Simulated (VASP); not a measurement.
Set up this calculation in VASP 6.6.1, as the native input.

```
Task                   : relaxation of cell and atoms
Functional             : PBE
Potentials or basis    : VASP PAW PBE potentials, release 64 (Ti_sv, B, N)
Cutoff                 : 520 eV
k mesh                 : 5 × 5 × 4
Occupations            : gaussian, width 0.15 eV
Spin                   : no spin polarisation
Further INCAR settings : PREC = Normal; ALGO = Fast; EDIFF = 0.0001; IBRION = 2; EDIFFG = -0.08; NSW = 24; ISIF = 3
```

The structure of Ti2BN lies in POSCAR:

```
Ti2BN
1.0
    3.6376744400      0.0000000000      0.0000000000
   -1.8188372200      3.1503184800      0.0000000000
    0.0000000000      0.0000000000      4.3681084800
Ti B N
2 1 1
Direct
    0.3333333300      0.6666666700      0.0000000000
    0.6666666700      0.3333333300      0.0000000000
    0.0000000000      0.0000000000      0.0000000000
    0.0000000000      0.0000000000      0.5000000000
```

The cell was built by a generator and needn't be a form met in nature.

One way to write it, as run:

INCAR

```
PREC = Normal ; ENCUT = 520
EDIFF = 1E-4 ; ISMEAR = 0
SIGMA = 0.15 ; LREAL = F
LASPH = T ; NELM = 60
ALGO = Fast ; ISIF = 3
LWAVE = F ; LCHARG = F
GGA = PE ; IBRION = 2
NSW = 24 ; EDIFFG = -0.08
```

KPOINTS

```
Automatic mesh
0
Gamma
  5 5 4
```

Potentials or basis: VASP PAW PBE potentials, release 64 (Ti_sv, B, N).

Run with:

```console
$ cat potpaw_PBE.64/Ti_sv/POTCAR potpaw_PBE.64/B/POTCAR potpaw_PBE.64/N/POTCAR > POTCAR
$ mpirun -np 1 vasp_std > vasp.out
```

Results of the run:

```yaml
Relaxed_volume: 12.20 Å³/atom
Relaxed_cell: a = 4.483 Å, b = 4.483 Å, c = 2.805 Å, α = 90.00°, β = 90.00°, γ = 120.00°
Space_group_after_relaxing_to_0.05_Å: P6/mmm (No. 191)
Energy_gained_by_relaxing: 1276.1 meV/atom
Ionic_steps: 16
Pressure_after_relaxing: 0.6 GPa
Band_gap_on_the_k_mesh: none (metal or under the smearing width)
```

Caveat: the k mesh is coarse (spacing up to 0.40 Å⁻¹), so the values aren't converged.

It took 5.2 min on 1 thread of Intel(R) Xeon(R) Platinum 8559C (Emerald Rapids), on a shared host, peak memory 0.15 GiB.
